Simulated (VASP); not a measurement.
An input for Quantum ESPRESSO's pw.x (written as the equivalent of a VASP run, and not itself run):

```
&CONTROL
  calculation = 'scf'
  pseudo_dir = './pseudo'
  outdir = './out'
  tprnfor = .true.
  tstress = .true.
/
&SYSTEM
  ibrav = 0
  nat = 8
  ntyp = 3
  ecutwfc = 88
  occupations = 'tetrahedra'
  input_dft = 'pbesol'
/
&ELECTRONS
  conv_thr = 7.3e-09
  electron_maxstep = 100
/
ATOMIC_SPECIES
  Zn 65.380 Zn.upf
  Be 9.012 Be.upf
  O 15.999 O.upf
CELL_PARAMETERS angstrom
     1.4032094   -2.4304308    0.0000000
     1.4032094    2.4304308    0.0000000
     0.0000000    0.0000000    9.3995353
ATOMIC_POSITIONS crystal
  Zn   0.6666670  0.3333330  0.2581186
  Be   0.3333330  0.6666670  0.9823930
  Be   0.6666670  0.3333330  0.7530498
  Be   0.3333330  0.6666670  0.5225215
  O    0.6666670  0.3333330  0.4661630
  O    0.3333330  0.6666670  0.1532744
  O    0.6666670  0.3333330  0.9253128
  O    0.3333330  0.6666670  0.6951669
K_POINTS automatic
  10 10 3 0 0 0
```

### Question
Translate this input to VASP (INCAR, KPOINTS, POSCAR, choice of POTCAR).

### Answer
This is not unique; one that fits is 
### POSCAR
```
Be3ZnO4
1
    1.4032093990    -2.4304308018     0.0000000000
    1.4032093990     2.4304308018     0.0000000000
    0.0000000000     0.0000000000     9.3995353375
Zn Be O
1 3 4
Direct
  0.6666670000   0.3333330000   0.2581186081
  0.3333330000   0.6666670000   0.9823930494
  0.6666670000   0.3333330000   0.7530498058
  0.3333330000   0.6666670000   0.5225214636
  0.6666670000   0.3333330000   0.4661630327
  0.3333330000   0.6666670000   0.1532744107
  0.6666670000   0.3333330000   0.9253127792
  0.3333330000   0.6666670000   0.6951668504
```

**KPOINTS**
```
Automatic mesh
0
Gamma
10 10 3
0 0 0
```

INCAR:
```
SYSTEM = Be3ZnO4
PREC = Accurate; ENCUT = 520; LREAL = .FALSE.
LASPH = .TRUE.
EDIFF = 1E-7; NELM = 100; ALGO = Normal
LMAXMIX = 4
ISMEAR = -5
GGA = PS
ISIF = 2
LWAVE = .FALSE.; LCHARG = .TRUE.; LORBIT = 11
NEDOS = 601
LEFG = .TRUE.
```

POTCAR, in this order: Zn Be O (PBE.64 set). Program: vasp_std.

The two are equivalent in intent, not identical: the potentials are each code's own (VASP's PAW set, PseudoDojo norm-conserving files in pw.x), so ENCUT and ecutwfc are chosen apart and not converted; conv_thr bounds pw.x's estimated SCF error, while EDIFF bounds the energy change between steps; the field gradients of LEFG aren't asked of the other code.

The structure was generated: Be3ZnO4 was put into an ordered model structure (P3m1), which need not be its known phase. It was relaxed first.
